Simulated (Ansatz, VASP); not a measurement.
**Two plane-wave programs on Te2I3**

```xyz
5
Lattice="5.9916 0.0000 0.0000 0.0000 5.9916 0.0000 0.0000 0.0000 5.9916" Properties=species:S:1:pos:R:3 pbc="T T T"
Te    2.9958    2.9958    2.9958
Te    0.0000    0.0000    0.0000
I     2.9958    0.0000    0.0000
I     0.0000    2.9958    0.0000
I     0.0000    0.0000    2.9958
```

Alike in both runs: functional PBE; k mesh 6 × 6 × 6; occupations gaussian, width 0.1 eV; no spin polarisation.

Ansatz relaxed the structure, and its values are those at the end. VASP's run is a single point on that final structure, the one shown.

|  | VASP | Ansatz |
| --- | --- | --- |
| version | VASP 6.6.1 | Ansatz 0.2.0 |
| potentials or method | VASP PAW PBE potentials, release 64 (Te, I) | scalar-relativistic, plane waves, PAW |
| plane-wave cutoff (eV) | 520 | 420 |
| valence electrons in the cell | 33 | 83 |

```csv
,VASP,Ansatz,Ansatz less VASP
gap on the k mesh at the Fermi level (eV),none,none,-
pressure (GPa),0.0,0.0,+0.04
```

A gap of «none» marks a metal or a gap that the smearing closes. The two sets of potentials don't hold the same shells in valence.

Caveats: an odd number of electrons without spin polarisation forces a metal; a magnetic or distorted state may lie lower. Spin-orbit coupling is left out, which matters for the levels of I, Te.
